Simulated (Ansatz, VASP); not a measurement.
# Cross-check of MnO (Manganosite) between VASP and Ansatz

One calculation is typed for both programs; each brings its own data sets and cutoff. How far apart do they land? The cell is taken from a series of VASP runs on this material, whose earlier steps may have relaxed, scaled or displaced it; both programs get it as it stands.

Program: Ansatz 0.2.0. Level of theory: plane waves, with VASP 6.6.1 beside it; zone-centre phonons at LDA, DFT+U and zone-centre phonons at r2SCAN, DFT+U. Results are calculated unless marked as measured.

## (1) Set-up

The structure is cubic, space group Fm-3m (No. 225). Conventional cell: a = 4.400 Å, b = 4.400 Å, c = 4.400 Å, α = 90.00°, β = 90.00°, γ = 90.00°. Nearest to Mn lie 6 O at 2.20 Å. Nearest to O lie 6 Mn at 2.20 Å. Farther neighbours and most contacts between anions are not listed.

## (2) VASP: zone-centre phonons, LDA, DFT+U

Second derivatives magnify differences that forces hide, and they need a tight electronic threshold.

Lines of VASP's logs that name or quote its potential files are left out, and so is its time.

Contents of INCAR:

```
SYSTEM = MnO
PREC = Accurate
ENCUT = 520
EDIFF = 1E-08
NELM = 100
ISMEAR = 0
SIGMA = 0.03
LREAL = .FALSE.
ALGO = Normal
GGA = CA
NBANDS = 16
ISPIN = 2
MAGMOM = 4 0
LDAU = .TRUE.
LDAUTYPE = 2
LDAUL = 2 -1
LDAUU = 3.9 0
LDAUJ = 0 0
LDAUPRINT = 1
LASPH = .TRUE.
LMAXMIX = 4
LORBIT = 11
LWAVE = .FALSE.
LCHARG = .FALSE.
KPAR = 2
IBRION = 6
NFREE = 2
POTIM = 0.015
NSW = 1
ISIF = 2
```

Contents of POSCAR:

```
MnO
1.0
    0.0000000000      2.1999461406      2.1999461406
    2.1999461406      0.0000000000      2.1999461406
    2.1999461406      2.1999461406      0.0000000000
Mn O
1 1
Direct
    0.0000000000      0.0000000000      0.0000000000
    0.5000000000      0.5000000000      0.5000000000
```

Contents of KPOINTS:

```
Automatic mesh
0
Gamma
8 8 8
0 0 0
```

PAW data sets: Mn_pv and O (LDA family, release 64).

The run is started by

```console
$ mpirun -np 2 vasp_std
```

Numbers of over 12 decimals in the logs are rounded to 6 here.

What it wrote:

```text
[banner, memory and clock lines left out]
running    2 mpi-ranks, on    1 nodes
 distrk:  each k-point on    1 cores,    2 groups
 distr:  one band on    1 cores,    1 groups

 POSCAR found type information on POSCAR MnO
 POSCAR found :  2 types and       2 ions
 LDA part: xc-table for (Slater(with rela. corr.)+CA(PZ))
 , standard interpolation
 POSCAR, INCAR and KPOINTS ok, starting setup
 FFT: planning ... GRIDC
 FFT: planning ... GRID_SOFT
 FFT: planning ... GRID
 WAVECAR not read
 entering main loop
       N       E                     dE             d eps       ncg     rms          rms(c)
DAV:   1     0.158931893650E+03    0.15893E+03   -0.11128E+04  1856   0.142E+03
DAV:   2    -0.105637969624E+02   -0.16950E+03   -0.15951E+03  2088   0.372E+02
DAV:   3    -0.170237251736E+02   -0.64599E+01   -0.64313E+01  1992   0.814E+01
DAV:   4    -0.170752545664E+02   -0.51529E-01   -0.51527E-01  2144   0.753E+00
DAV:   5    -0.170759716623E+02   -0.71710E-03   -0.71710E-03  1992   0.864E-01    0.150E+01
DAV:   6    -0.162737966086E+02    0.80218E+00   -0.12140E+01  2296   0.415E+01    0.151E+01
DAV:   7    -0.165272378855E+02   -0.25344E+00   -0.11584E+00  1856   0.153E+01    0.905E+00
DAV:   8    -0.165220074987E+02    0.52304E-02   -0.14722E-01  1992   0.366E+00    0.532E+00
DAV:   9    -0.165268448138E+02   -0.48373E-02   -0.23498E-02  1984   0.198E+00    0.551E-01
DAV:  10    -0.165271853387E+02   -0.34052E-03   -0.56416E-03  2152   0.103E+00    0.957E-02
DAV:  11    -0.165272047270E+02   -0.19388E-04   -0.24376E-04  1952   0.162E-01    0.552E-02
DAV:  12    -0.165272176142E+02   -0.12887E-04   -0.27517E-05  1928   0.580E-02    0.237E-02
DAV:  13    -0.165272187057E+02   -0.10915E-05   -0.17746E-06  1968   0.189E-02    0.936E-03
DAV:  14    -0.165272184987E+02    0.20701E-06   -0.19222E-06  1960   0.126E-02    0.469E-03
DAV:  15    -0.165272188890E+02   -0.39024E-06   -0.10484E-07  2088   0.425E-03    0.102E-03
DAV:  16    -0.165272188882E+02    0.77398E-09   -0.10141E-08  1344   0.802E-04
   1 F= -.16527219E+02 E0= -.16527219E+02  d E =-.700930E-11  mag=     5.0000
[...]
2 F= -.16526793E+02 E0= -.16526793E+02  d E =-.581607E-11  mag=     5.0000
[...]
3 F= -.16526793E+02 E0= -.16526793E+02  d E =-.567481E-11  mag=     5.0000
[...]
4 F= -.16526792E+02 E0= -.16526792E+02  d E =-.556519E-11  mag=     5.0000
 Finite differences progress:
  Degree of freedom:   2/  2
  Displacement:        1/  2
  Total:               3/  4
 bond charge predicted
       N       E                     dE             d eps       ncg     rms          rms(c)
DAV:   1    -0.165229446294E+02    0.38477E-02   -0.37947E+00  3800   0.126E+01    0.249E-01
DAV:   2    -0.165272001145E+02   -0.42555E-02   -0.51026E-02  3960   0.173E+00    0.141E-01
DAV:   3    -0.165268450175E+02    0.35510E-03   -0.50439E-04  4168   0.245E-01    0.104E-01
DAV:   4    -0.165267910488E+02    0.53969E-04   -0.22514E-04  3952   0.140E-01    0.513E-02
DAV:   5    -0.165267938144E+02   -0.27656E-05   -0.34730E-05  3968   0.467E-02    0.141E-02
DAV:   6    -0.165267928999E+02    0.91448E-06   -0.79172E-07  4144   0.133E-02    0.904E-03
DAV:   7    -0.165267923280E+02    0.57194E-06   -0.10950E-06  4112   0.137E-02    0.171E-03
DAV:   8    -0.165267923513E+02   -0.23336E-07   -0.25570E-07  3856   0.418E-03    0.831E-04
DAV:   9    -0.165267923487E+02    0.25784E-08   -0.33136E-09  2144   0.599E-04
   5 F= -.16526792E+02 E0= -.16526792E+02  d E =-.553359E-11  mag=     5.0000
 Finite differences progress:
  Degree of freedom:   2/  2
  Displacement:        2/  2
  Total:               4/  4
```

OUTCAR, selected parts (step 2):

```text
ion  position               nearest neighbor table
   1  0.000  0.000  0.000-   2 2.20   2 2.20   2 2.20   2 2.20   2 2.20   2 2.20
   2  0.500  0.500  0.500-   1 2.20   1 2.20   1 2.20   1 2.20   1 2.20   1 2.20

  LATTYP: Found a face centered cubic cell.
 ALAT       =     4.3998922812

 Subroutine GETGRP returns: Found 48 space group operations
 (whereof 48 operations were pure point group operations)

The static configuration has the point symmetry O_h .

 Found     29 irreducible k-points:

   k-points           NKPTS =     29   k-points in BZ     NKDIM =     29   number of bands    NBANDS=     16

   dimension x,y,z NGX =    24 NGY =   24 NGZ =   24
   dimension x,y,z NGXF=    48 NGYF=   48 NGZF=   48

   ENCUT  =  520.0 eV  38.22 Ry    6.18 a.u.   5.78  5.78  5.78*2*pi/ulx,y,z

   NELECT =      19.0000    total number of electrons

 k-points in reciprocal lattice and weights: Automatic mesh
   0.00000000  0.00000000  0.00000000       0.002
   0.12500000  0.00000000  0.00000000       0.016
   0.25000000  0.00000000  0.00000000       0.016
   0.37500000  0.00000000  0.00000000       0.016
   0.50000000  0.00000000  0.00000000       0.008
   0.12500000  0.12500000  0.00000000       0.012
   0.25000000  0.12500000  0.00000000       0.047
   0.37500000  0.12500000  0.00000000       0.047
   0.50000000  0.12500000  0.00000000       0.047
[...]
-0.37500000  0.50000000  0.12500000       0.023
  -0.25000000  0.50000000  0.25000000       0.012

atom =   1  type =  1  l = 2

 onsite density matrix

spin component  1

  0.9382 -0.0000  0.0000  0.0000 -0.0000
 -0.0000  0.9382 -0.0000  0.0000  0.0000
  0.0000 -0.0000  0.9785 -0.0000  0.0000
  0.0000  0.0000 -0.0000  0.9382  0.0000
 -0.0000  0.0000  0.0000  0.0000  0.9785

spin component  2

  0.0225 -0.0000  0.0000  0.0000 -0.0000
 -0.0000  0.0224 -0.0000  0.0000  0.0000
  0.0000 -0.0000  0.0829  0.0000 -0.0000
  0.0000  0.0000  0.0000  0.0225 -0.0000
 -0.0000  0.0000 -0.0000 -0.0000  0.0829

 occupancies and eigenvectors

  o =  0.0224  v =  0.0000  0.0000  0.0000  0.0000  0.0000  0.0000  1.0000 -0.0000 -0.0000  0.0000      0.0000  0.0000  0.0000  0.0000  0.0000  0.0000  0.0000  0.0000  0.0000  0.0000
  o =  0.0225  v =  0.0000  0.0000  0.0000  0.0000  0.0000  1.0000 -0.0000 -0.0000 -0.0007  0.0000      0.0000  0.0000  0.0000  0.0000  0.0000  0.0000  0.0000  0.0000  0.0000  0.0000
  o =  0.0225  v =  0.0000  0.0000  0.0000  0.0000  0.0000  0.0007  0.0000 -0.0000  1.0000  0.0000      0.0000  0.0000  0.0000  0.0000  0.0000  0.0000  0.0000  0.0000  0.0000  0.0000
  o =  0.0829  v =  0.0000  0.0000  0.0000  0.0000  0.0000  0.0000  0.0000  0.8660 -0.0000  0.5000      0.0000  0.0000  0.0000  0.0000  0.0000  0.0000  0.0000  0.0000  0.0000  0.0000
  o =  0.0830  v =  0.0000  0.0000  0.0000  0.0000  0.0000 -0.0000 -0.0000 -0.5000 -0.0000  0.8660      0.0000  0.0000  0.0000  0.0000  0.0000  0.0000  0.0000  0.0000  0.0000  0.0000
  o =  0.9382  v =  0.0000  1.0000  0.0000 -0.0000 -0.0000  0.0000  0.0000  0.0000  0.0000  0.0000      0.0000  0.0000  0.0000  0.0000  0.0000  0.0000  0.0000  0.0000  0.0000  0.0000
  o =  0.9382  v =  1.0000  0.0000  0.0000  0.0000  0.0000  0.0000  0.0000  0.0000  0.0000  0.0000      0.0000  0.0000  0.0000  0.0000  0.0000  0.0000  0.0000  0.0000  0.0000  0.0000
  o =  0.9382  v =  0.0000  0.0000 -0.0000  1.0000 -0.0000  0.0000  0.0000  0.0000  0.0000  0.0000      0.0000  0.0000  0.0000  0.0000  0.0000  0.0000  0.0000  0.0000  0.0000  0.0000
  o =  0.9785  v =  0.0000  0.0000 -0.5000  0.0000  0.8660  0.0000  0.0000  0.0000  0.0000  0.0000      0.0000  0.0000  0.0000  0.0000  0.0000  0.0000  0.0000  0.0000  0.0000  0.0000
  o =  0.9785  v =  0.0000 -0.0000  0.8660  0.0000  0.5000  0.0000  0.0000  0.0000  0.0000  0.0000      0.0000  0.0000  0.0000  0.0000  0.0000  0.0000  0.0000  0.0000  0.0000  0.0000

 average (electrostatic) potential at core
       1 -67.5475       2 -69.3581

 E-fermi :   7.3039

 spin component 1
 k-point     1 :       0.0000    0.0000    0.0000
  band No.  band energies     occupation
    ...
      8       3.2843      1.00000
      9       3.2974      1.00000
     10       4.0122      1.00000
     11       4.0122      1.00000
     12       4.0220      1.00000
     13       7.4198      0.00000
     14      21.5941      0.00000
     15      23.4390      0.00000
     16      23.4390      0.00000

 k-point     2 :       0.1250    0.0000    0.0000
  band No.  band energies     occupation
    ...
      8       3.1125      1.00000
      9       3.1133      1.00000
     10       3.8267      1.00000
     11       4.9425      1.00000
     12       4.9456      1.00000
     13       8.4305      0.00000
     14      19.8006      0.00000
     15      23.0588      0.00000
     16      23.0591      0.00000

 k-point     3 :       0.2500    0.0000    0.0000
  band No.  band energies     occupation
    ...
      8       3.3980      1.00000
      9       3.3982      1.00000
     10       4.0248      1.00000
     11       6.0488      1.00000
     12       6.0503      1.00000
     13      10.0517      0.00000
     14      17.4471      0.00000
     15      21.5988      0.00000
     16      21.5995      0.00000

 k-point     4 :       0.3750    0.0000    0.0000
  band No.  band energies     occupation
    ...
      8       3.7052      1.00000
      9       3.7054      1.00000
     10       4.4152      1.00000
     11       6.8564      1.00000
     12       6.8570      1.00000
     13      11.0329      0.00000
     14      15.9985      0.00000
     15      20.1439      0.00000
     16      20.1449      0.00000

 k-point     5 :       0.5000    0.0000    0.0000
  band No.  band energies     occupation
    ...
      8       3.8378      1.00000
      9       3.8380      1.00000
     10       4.6302      1.00000
     11       7.1577      1.00000
     12       7.1578      1.00000
     13      11.1745      0.00000
     14      15.6894      0.00000
     15      19.5768      0.00000
     16      19.5779      0.00000

 k-point     6 :       0.1250    0.1250    0.0000
  band No.  band energies     occupation
    ...
      8       2.8050      1.00000
      9       3.3559      1.00000
     10       4.3506      1.00000
     11       4.3517      1.00000
     12       4.7983      1.00000
     13       8.8694      0.00000
     14      19.9311      0.00000
     15      22.4606      0.00000
     16      22.4620      0.00000

  Total        0.0072053     -0.0008604     -0.0008604      0.0000000     -0.0000000      0.0000000
  in kB        0.5421190     -0.0647390     -0.0647390      0.0000000     -0.0000000      0.0000000
  external PRESSURE =       0.1375470 kB  Pullay stress =       0.0000000 kB

  energy-cutoff  :      520.00
  volume of cell :       21.29
      direct lattice vectors                 reciprocal lattice vectors
     0.000000000  2.199946141  2.199946141    -0.227278291  0.227278291  0.227278291
     2.199946141  0.000000000  2.199946141     0.227278291 -0.227278291  0.227278291
     2.199946141  2.199946141  0.000000000     0.227278291  0.227278291 -0.227278291

 POSITION                                       TOTAL-FORCE (eV/Angst)
 -----------------------------------------------------------------------------------
      0.00000      0.00000      0.00000        -0.056917      0.000000      0.000000
      2.18495      2.19995      2.19995         0.056917      0.000000      0.000000
 -----------------------------------------------------------------------------------
    total drift:                               -0.000099     -0.000000     -0.000000

  FREE ENERGIE OF THE ION-ELECTRON SYSTEM (eV)
  ---------------------------------------------------
  free  energy   TOTEN  =       -16.5267923487 eV

  energy  without entropy=      -16.5267923487  energy(sigma->0) =      -16.52679235

 Eigenvectors and eigenvalues of the dynamical matrix
 ----------------------------------------------------

   1 f  =    8.654994 THz    54.380933 2PiTHz  288.699534 cm-1    35.794164 meV
             X         Y         Z           dx          dy          dz
      0.000000  0.000000  0.000000    -0.000000    0.475361    0.000000
      2.199946  2.199946  2.199946     0.000000   -0.879791    0.000000

   2 f  =    8.654994 THz    54.380933 2PiTHz  288.699534 cm-1    35.794164 meV
             X         Y         Z           dx          dy          dz
      0.000000  0.000000  0.000000     0.000000    0.000000   -0.475361
      2.199946  2.199946  2.199946     0.000000    0.000000    0.879791

   3 f  =    8.654994 THz    54.380933 2PiTHz  288.699534 cm-1    35.794164 meV
             X         Y         Z           dx          dy          dz
      0.000000  0.000000  0.000000     0.475361    0.000000    0.000000
      2.199946  2.199946  2.199946    -0.879791   -0.000000   -0.000000

   4 f/i=    0.004334 THz     0.027229 2PiTHz    0.144553 cm-1     0.017922 meV
             X         Y         Z           dx          dy          dz
      0.000000  0.000000  0.000000     0.817042   -0.295154    0.139139
      2.199946  2.199946  2.199946     0.441456   -0.159475    0.075178

   5 f/i=    0.004334 THz     0.027229 2PiTHz    0.144553 cm-1     0.017922 meV
             X         Y         Z           dx          dy          dz
      0.000000  0.000000  0.000000     0.305353    0.559325   -0.606586
      2.199946  2.199946  2.199946     0.164986    0.302210   -0.327745

   6 f/i=    0.004334 THz     0.027229 2PiTHz    0.144553 cm-1     0.017922 meV
             X         Y         Z           dx          dy          dz
      0.000000  0.000000  0.000000    -0.115041   -0.611614   -0.621873
      2.199946  2.199946  2.199946    -0.062158   -0.330462   -0.336005

 ELASTIC MODULI CONTR FROM IONIC RELAXATION (kBar)
 Direction    XX          YY          ZZ          XY          YZ          ZX
 --------------------------------------------------------------------------------
 XX           0.0000      0.0000      0.0000      0.0000      0.0000      0.0000
 YY           0.0000      0.0000      0.0000      0.0000      0.0000      0.0000
 ZZ           0.0000      0.0000      0.0000      0.0000      0.0000      0.0000
 XY           0.0000      0.0000      0.0000      0.0000      0.0000      0.0000
 YZ           0.0000      0.0000      0.0000      0.0000      0.0000      0.0000
 ZX           0.0000      0.0000      0.0000      0.0000      0.0000      0.0000
 --------------------------------------------------------------------------------

 total charge
# of ion       s       p       d       tot
------------------------------------------
    1        0.220   6.200   4.984  11.404
    2        1.543   3.444   0.000   4.987
--------------------------------------------------
tot          1.763   9.644   4.984  16.391

 magnetization (x)
# of ion       s       p       d       tot
------------------------------------------
    1        0.028   0.022   4.529   4.578
    2        0.024   0.159   0.000   0.183
--------------------------------------------------
tot          0.051   0.181   4.529   4.761

[... 6 further parts left out ...]
```

The cell holds one magnetic atom, so no antiferromagnetic order fits into it. The last energy, forces, stress and levels in OUTCAR belong to the last displaced cell, not to the cell of POSCAR.

[end of part 1 of 2]

[Lines on the potential files, build, host, timing and source positions are cut from VASP's logs without a mark.]

[Logs are printed without paths, hosts, clocks, repeated set-up lines and the standing remarks that a program may print on its own settings, such as how far it seeks lower states.]

[Hosts, paths, dates, database ids (printed as entryN), source tags and the programs' standing remarks are cut or masked in the printed files.]
